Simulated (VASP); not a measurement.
# YTe2 in VASP: further runs

Aim: see how the results for YTe2 move with the level of theory and the settings. Levels: BLYP, PW91. Tasks: relaxation of the atoms.

Program: VASP 6.6.1. These are calculated values, not measurements. Logs are shortened: lines on timing, memory, paths and dates and some standing lists are left out, and cuts for length are marked.

**1. The structure**

The cell holds a sheet with vacuum, 3 atoms: a = 3.289 Å, b = 3.289 Å, c = 37.059 Å, α = 90.00°, β = 90.00°, γ = 90.00°.

The cell was built by a generator and needn't be a form met in nature.

**2. Relaxation of the atoms, BLYP**

INCAR

```
PREC     = Accurate       # precision mode
ENCUT    = 520            # plane-wave cutoff, eV
EDIFF    = 1E-7           # SCF threshold, eV
ISMEAR   = -1             # smearing method
SIGMA    = 0.05           # smearing width, eV
LREAL    = F              # projectors in reciprocal space
LASPH    = T              # aspherical terms in the spheres
NELM     = 60             # most SCF steps
ALGO     = Normal         # electronic algorithm
ISIF     = 2              # what is computed and relaxed
LWAVE    = F              # write WAVECAR
LCHARG   = F              # write CHGCAR
LDIPOL   = T            
IDIPOL   = 3            
DIPOL    = 0.5 0.5 0.283
GGA      = B5             # functional
ALDAX    = 1.0          
AGGAX    = 1.0          
AGGAC    = 1.0          
ALDAC    = 0.0          
IBRION   = 2              # ionic algorithm
NSW      = 40             # ionic steps
EDIFFG   = -0.01          # ionic threshold
```

KPOINTS

```
regular mesh
0
Gamma
  8 8 1
```

POSCAR

```
YTe2
1.0
    3.2892500000      0.0000000000      0.0000000000
    0.0000000000      3.2892500000      0.0000000000
    0.0000000000      0.0000000000     37.0593500000
Y Te
1 2
Selective dynamics
Direct
    0.0000000000      0.0000000000      0.2833300000  F F F
    0.0000000000      0.0000000000      0.3643800000  T T T
    0.0000000000      0.0000000000      0.2022700000  T T T
```

Potentials or basis: VASP PAW PBE potentials, release 64 (Y_sv, Te).

On the command line:

```console
cat potpaw_PBE.64/Y_sv/POTCAR potpaw_PBE.64/Te/POTCAR > POTCAR
mpirun -np 1 vasp_std > vasp.out
```

OUTCAR:

```text
PREC = Accurate
   ENCUT = 520
   EDIFF = 1E-7
   ISMEAR = -1
   LREAL = F
   LASPH = T
   NELM = 60
   ISIF = 2
   GGA = B5
   IBRION = 2
   NSW = 40
   EDIFFG = -0.01

 ion  position               nearest neighbor table
   1  0.000  0.000  0.283-   2 3.00   3 3.00
   2  0.000  0.000  0.364-   1 3.00
   3  0.000  0.000  0.202-   1 3.00

  LATTYP: Found a simple tetragonal cell.
 ALAT       =     3.2892500000
 C/A-ratio  =    11.2668085430

  Lattice vectors:

 A1 = (   3.2892500000,   0.0000000000,   0.0000000000)
 A2 = (   0.0000000000,   3.2892500000,   0.0000000000)
 A3 = (   0.0000000000,   0.0000000000,  37.0593500000)

Analysis of symmetry for initial positions (statically):
=====================================================================
 Subroutine PRICEL returns:
 Original cell was already a primitive cell.

 Routine SETGRP: Setting up the symmetry group for a
 simple tetragonal supercell.

 Subroutine GETGRP returns: Found  8 space group operations
 (whereof  8 operations were pure point group operations)
 out of a pool of 16 trial point group operations.

The static configuration has the point symmetry C_4v.

Analysis of symmetry for dynamics (positions and initial velocities):
=====================================================================
 Subroutine PRICEL returns:
 Original cell was already a primitive cell.

 Routine SETGRP: Setting up the symmetry group for a
 simple tetragonal supercell.

 Subroutine GETGRP returns: Found  8 space group operations
 (whereof  8 operations were pure point group operations)
 out of a pool of 16 trial point group operations.

The dynamic configuration has the point symmetry C_4v.

Analysis of constrained symmetry for selective dynamics:
=====================================================================
 Subroutine PRICEL returns:
 Original cell was already a primitive cell.

 Routine SETGRP: Setting up the symmetry group for a
 simple tetragonal supercell.

 Subroutine GETGRP returns: Found  8 space group operations
 (whereof  8 operations were pure point group operations)
 out of a pool of 16 trial point group operations.

The constrained configuration has the point symmetry C_4v.

 Subroutine INISYM returns: Found  8 space group operations
 (whereof  8 operations are pure point group operations),
 and found     1 'primitive' translations

----------------------------------------------------------------------------------------

                                     Primitive cell

  volume of cell :     400.9512

  direct lattice vectors                    reciprocal lattice vectors
     3.289250000  0.000000000  0.000000000     0.304020673  0.000000000  0.000000000
     0.000000000  3.289250000  0.000000000     0.000000000  0.304020673  0.000000000
     0.000000000  0.000000000 37.059350000     0.000000000  0.000000000  0.026983744

  length of vectors
     3.289250000  3.289250000 37.059350000     0.304020673  0.304020673  0.026983744

  position of ions in fractional coordinates (direct lattice)
     0.000000000  0.000000000  0.283330000
     0.000000000  0.000000000  0.364380000
     0.000000000  0.000000000  0.202270000

  ion indices of the primitive-cell ions
   primitive index   ion index
                 1           1
                 2           2
                 3           3

----------------------------------------------------------------------------------------

 KPOINTS: regular mesh

Automatic generation of k-mesh.
 Grid dimensions read from file:
 generate k-points for:    8    8    1

 Generating k-lattice:

  Cartesian coordinates                     Fractional coordinates (reciprocal lattice)
     0.038002584  0.000000000  0.000000000     0.125000000  0.000000000  0.000000000
     0.000000000  0.038002584  0.000000000     0.000000000  0.125000000  0.000000000
     0.000000000  0.000000000  0.026983744     0.000000000  0.000000000  1.000000000

  Length of vectors
     0.038002584  0.038002584  0.026983744

  Shift w.r.t. Gamma in fractional coordinates (k-lattice)
     0.000000000  0.000000000  0.000000000

 Subroutine IBZKPT returns following result:
 ===========================================

 Found     15 irreducible k-points:

 Following reciprocal coordinates:
            Coordinates               Weight
  0.000000  0.000000  0.000000      1.000000
  0.125000  0.000000  0.000000      4.000000
  0.250000  0.000000  0.000000      4.000000
  0.375000  0.000000  0.000000      4.000000
  0.500000  0.000000  0.000000      2.000000
  0.125000  0.125000  0.000000      4.000000
  0.250000  0.125000  0.000000      8.000000
  0.375000  0.125000  0.000000      8.000000
  0.500000  0.125000  0.000000      4.000000
  0.250000  0.250000  0.000000      4.000000
  0.375000  0.250000  0.000000      8.000000
  0.500000  0.250000  0.000000      4.000000
  0.375000  0.375000  0.000000      4.000000
  0.500000  0.375000  0.000000      4.000000
  0.500000  0.500000  0.000000      1.000000
   k-points           NKPTS =     15   k-points in BZ     NKDIM =     15   number of bands    NBANDS=     15
   number of dos      NEDOS =    301   number of ions     NIONS =      3
   total plane-waves  NPLWV = 161280
   dimension x,y,z NGX =    24 NGY =   24 NGZ =  280
   dimension x,y,z NGXF=    48 NGYF=   48 NGZF=  560
   ions per type =               1   2
   NGX,Y,Z   is equivalent  to a cutoff of  12.13, 12.13, 12.56 a.u.
   NGXF,Y,Z  is equivalent  to a cutoff of  24.26, 24.26, 25.12 a.u.
 SYSTEM =  unknown system
   PREC   = accura    normal or accurate (medium, high low for compatibility)
   ISTART =      0    job   : 0-new  1-cont  2-samecut
   ICHARG =      2    charge: 1-file 2-atom 10-const
   ISPIN  =      1    spin polarized calculation?
   LNONCOLLINEAR =      F non collinear calculations
   LSORBIT =      F    spin-orbit coupling
   LASPH  =      T    aspherical Exc in radial PAW
   ENCUT  =  520.0 eV  38.22 Ry    6.18 a.u.   6.12  6.12 68.91*2*pi/ulx,y,z
   NELM   =     60;   NELMIN=  2; NELMDL= -5     # of ELM steps
   EDIFF  = 0.1E-06   stopping-criterion for ELM
   LREAL  =      F    real-space projection
   EDIFFG = -.1E-01   stopping-criterion for IOM
   NSW    =     40    number of steps for IOM
   IBRION =      2    ionic relax: 0-MD 1-quasi-New 2-CG
   NFREE  =      1    steps in history (QN), initial steepest desc. (CG)
   ISIF   =      2    stress and relaxation
   ISYM   =      2    0-nonsym 1-usesym 2-fastsym
   POTIM  = 0.5000    time-step for ionic-motion
   TEBEG  =    0.0;   TEEND  =   0.0 temperature during run
   PSTRESS=    0.0 pullay stress
   NELECT =      23.0000    total number of electrons
   NUPDOWN=      -1.0000    fix difference up-down
   EMIN   =  10.00;   EMAX   =-10.00  energy-range for DOS
   EFERMI =   0.00;   METHOD = LEGACY
   ISMEAR =    -1;   SIGMA  =   0.05  broadening in eV -4-tet -1-fermi 0-gaus
   EFERMI_NEDOS =   21; number of points for ismear=-14 and -15
   IALGO  =     38    algorithm
   IMIX   =      4    mixing-type and parameters
     AMIX     =   0.40;   BMIX     =  1.00
     AMIX_MAG =   1.60;   BMIX_MAG =  1.00
  volume/ion in A,a.u.               =     133.65       901.92
  Fermi-wavevector in a.u.,A,eV,Ry     =   0.631374  1.193124  5.423739  0.398634
  Thomas-Fermi vector in A             =   1.694327
   LORBIT       =      0    0 simple, 1 ext, 2 COOP (PROOUT), +10 PAW based schemes
   GGA     = B5    functional components
   LHFCALC =     F    Hartree Fock is set to
   AEXX    =    0.0000 exact exchange contribution
   IVDW    =     0    specifies the selected vdW correction
   LEPSILON=     F    determine dielectric tensor
   LRPA    =     F    only Hartree local field effects (RPA)
 conjugate gradient relaxation of ions
 non-spin polarized calculation
  energy-cutoff  :      520.00
  volume of cell :      400.95
 maximum number of plane-waves:     10872
   NGX = 13   NGY = 13   NGZ =137

--------------------------------------- Ionic step        1  -------------------------------------------

 number of electron      22.9999998 magnetization

 Free energy of the ion-electron system (eV)
  ---------------------------------------------------
  ext. energy  EPLUGINS =         0.00000000
  ---------------------------------------------------
  free energy    TOTEN  =       -11.04490590 eV

  energy without entropy =      -11.01692494  energy(sigma->0) =      -11.03091542

------------------------ aborting loop because EDIFF is reached ----------------------------------------

  FORCE on cell =-STRESS in cart. coord.  units (eV):
  Direction    XX          YY          ZZ          XY          YZ          ZX
  --------------------------------------------------------------------------------------
  -------------------------------------------------------------------------------------
  Total        1.5018140      1.5018140      2.1978669      0.0000000      0.0000000      0.0000000
  in kB        6.0011595      6.0011595      8.7825454      0.0000000      0.0000000      0.0000000
  external PRESSURE =       6.9282881 kB  Pullay stress =       0.0000000 kB
[... 129 lines left out ...]
  FREE ENERGIE OF THE ION-ELECTRON SYSTEM (eV)
  ---------------------------------------------------
  free  energy   TOTEN  =       -11.0797186785 eV

  energy  without entropy=      -11.0519307899  energy(sigma->0) =      -11.06582473

 dipolmoment           0.000000      0.000000     -0.000007 electrons x Angstroem

--------------------------------------- Ionic step        5  -------------------------------------------

 number of electron      22.9999997 magnetization

 dipolmoment           0.000000      0.000000      0.000016 electrons x Angstroem

 Free energy of the ion-electron system (eV)
  ---------------------------------------------------
  ext. energy  EPLUGINS =         0.00000000
  ---------------------------------------------------
  free energy    TOTEN  =       -11.07976166 eV

  energy without entropy =      -11.05207815  energy(sigma->0) =      -11.06591990

 E-fermi :  -2.0419     XC(G=0):  -2.4584

 val. band max:       -2.0492799673   @ k =   0.3750   0.2500   0.0000
 cond. band min:      -2.0268112749   @ k =   0.1250   0.0000   0.0000
 fundamental gap:      0.0224686924
 Fermi energy:        -2.0419313792

 k-point     1 :       0.0000    0.0000    0.0000
  band No.  band energies     occupation
      1     -44.9245      2.00000
      2     -25.0427      2.00000
      3     -24.6644      2.00000
      4     -24.6644      2.00000
      5     -14.3080      2.00000
      6     -14.2249      2.00000
      7      -6.1439      2.00000
      8      -5.1751      2.00000
      9      -4.0132      2.00000
     10      -2.3135      1.99128
     11      -0.6058      0.00000
     12      -0.6058      0.00000
     13      -0.4192      0.00000
     14      -0.4192      0.00000
[... 241 lines left out ...]
      4     -24.8967      2.00000
      5     -11.3299      2.00000
      6     -11.2346      2.00000
      7      -5.4742      2.00000
      8      -5.4742      2.00000
      9      -5.3828      2.00000
     10      -5.3828      2.00000
     11      -3.2580      2.00000
     12      -3.1570      2.00000
     13      -2.2911      1.98639
     14      -0.7860      0.00000
     15      -0.7860      0.00000

------------------------ aborting loop because EDIFF is reached ----------------------------------------

 vacuum level on the upper side and lower side of the slab       (xc-potential included)        -0.005        -0.005

  FORCE on cell =-STRESS in cart. coord.  units (eV):
  Direction    XX          YY          ZZ          XY          YZ          ZX
  --------------------------------------------------------------------------------------
  -------------------------------------------------------------------------------------
  Total        1.1902383      1.1902383     -0.0070539      0.0000000      0.0000000      0.0000000
  in kB        4.7561217      4.7561217     -0.0281869      0.0000000      0.0000000      0.0000000
  external PRESSURE =       3.1613521 kB  Pullay stress =       0.0000000 kB
[... 18 lines left out ...]
  FREE ENERGIE OF THE ION-ELECTRON SYSTEM (eV)
  ---------------------------------------------------
  free  energy   TOTEN  =       -11.0797616591 eV

  energy  without entropy=      -11.0520781474  energy(sigma->0) =      -11.06591990

 reached required accuracy - stopping structural energy minimisation

 vacuum level on the upper side and lower side of the slab         2.489         2.489
```

Wall time 9 min (1 thread of Intel Xeon 6975P-C (Granite Rapids), shared host); peak memory 0.52 GiB.

What came out:

- Free energy: -11.0798 eV
- Energy gained by relaxing: 11.6 meV/atom
- Ionic steps: 5
- Band gap on the k mesh: none (metal or under the smearing width)

The path:
| step | energy change (eV) | largest force (eV/Å) | pressure (GPa) |
| --- | --- | --- | --- |
| 1 | 0.0000 | 0.3680 | 0.69 |
| 2 | -0.0117 | 0.2939 | 0.62 |
| 3 | -0.0320 | 0.0971 | 0.42 |
| 4 | -0.0348 | 0.0125 | 0.33 |
| 5 | -0.0349 | 0.0000 | 0.32 |

Final structure:
```
Y Te
1.0
     3.28925    0.00000    0.00000
     0.00000    3.28925    0.00000
     0.00000    0.00000   37.05935
Y Te
1 2
Direct
  0.00000 0.00000 0.28333
  0.00000 0.00000 0.36711
  0.00000 0.00000 0.19955
```

Levels at points of the mesh, in eV from the Fermi level:
```csv
k point,band 7,band 8,band 9,band 10,band 11,band 12,band 13,band 14,band 15
"(0.00, 0.00, 0.00)",-4.10,-3.13,-1.97,-0.27,1.44,1.44,1.62,1.62,2.86
"(0.50, 0.00, 0.00)",-4.75,-4.67,-2.42,-1.61,-0.24,0.25,1.51,2.49,2.76
"(0.50, 0.50, 0.00)",-3.43,-3.43,-3.34,-3.34,-1.22,-1.12,-0.25,1.26,1.26
```

Caveat: the PAW data sets were made with another functional, which shifts forces and pressure a little. The run has no spin-orbit coupling, so splittings on Te are missing.

**3. Relaxation of the atoms, PW91**

Changes to INCAR since step 2:

```diff
@@ -15,7 +15,3 @@
 DIPOL    = 0.5 0.5 0.283
-GGA      = B5             # functional
-ALDAX    = 1.0          
-AGGAX    = 1.0          
-AGGAC    = 1.0          
-ALDAC    = 0.0          
+GGA      = 91             # functional
 IBRION   = 2              # ionic algorithm
```

KPOINTS is that of step 2.

POSCAR is that of step 2.

Potentials or basis: VASP PAW PBE potentials, release 64 (Y_sv, Te).

On the command line:

```console
cat potpaw_PBE.64/Y_sv/POTCAR potpaw_PBE.64/Te/POTCAR > POTCAR
mpirun -np 1 vasp_std > vasp.out
```

It took 3.2 min on 1 thread of Intel Xeon 6975P-C (Granite Rapids), shared host; peak memory 0.51 GiB.

Results (log left out):

```yaml
Free_energy: -12.9885 eV
Energy_gained_by_relaxing: 1.3 meV/atom
Ionic_steps: 4
Band_gap_on_the_k_mesh: none (metal or under the smearing width)
```

The path:
| step | energy change (eV) | largest force (eV/Å) | pressure (GPa) |
| --- | --- | --- | --- |
| 1 | 0.0000 | 0.1236 | 0.00 |
| 2 | -0.0013 | 0.0997 | -0.02 |
| 3 | -0.0036 | 0.0311 | -0.09 |
| 4 | -0.0038 | 0.0015 | -0.13 |

Final structure:
```cif
data_structure
_symmetry_space_group_name_H-M 'P 1'
_symmetry_Int_Tables_number 1
_cell_length_a 3.2893
_cell_length_b 3.2893
_cell_length_c 37.0594
_cell_angle_alpha 90.000
_cell_angle_beta 90.000
_cell_angle_gamma 90.000
_cell_volume 400.95
loop_
_atom_site_label
_atom_site_type_symbol
_atom_site_fract_x
_atom_site_fract_y
_atom_site_fract_z
_atom_site_occupancy
Y1 Y 0.00000 0.00000 0.28333 1
Te1 Te 0.00000 0.00000 0.36524 1
Te2 Te 0.00000 0.00000 0.20142 1
```

Levels at points of the mesh, in eV from the Fermi level:
| k point | band 7 | band 8 | band 9 | band 10 | band 11 | band 12 | band 13 | band 14 | band 15 |
| --- | --- | --- | --- | --- | --- | --- | --- | --- | --- |
| (0.00, 0.00, 0.00) | -4.21 | -3.16 | -1.93 | -0.22 | 1.42 | 1.42 | 1.65 | 1.65 | 3.03 |
| (0.50, 0.00, 0.00) | -4.85 | -4.76 | -2.49 | -1.60 | -0.19 | 0.21 | 1.37 | 2.49 | 2.81 |
| (0.50, 0.50, 0.00) | -3.49 | -3.49 | -3.38 | -3.38 | -1.23 | -1.17 | -0.21 | 1.27 | 1.27 |

Caveat: the PAW data sets were made with another functional, which shifts forces and pressure a little. Spin-orbit coupling is left out, which matters for the levels of Te.
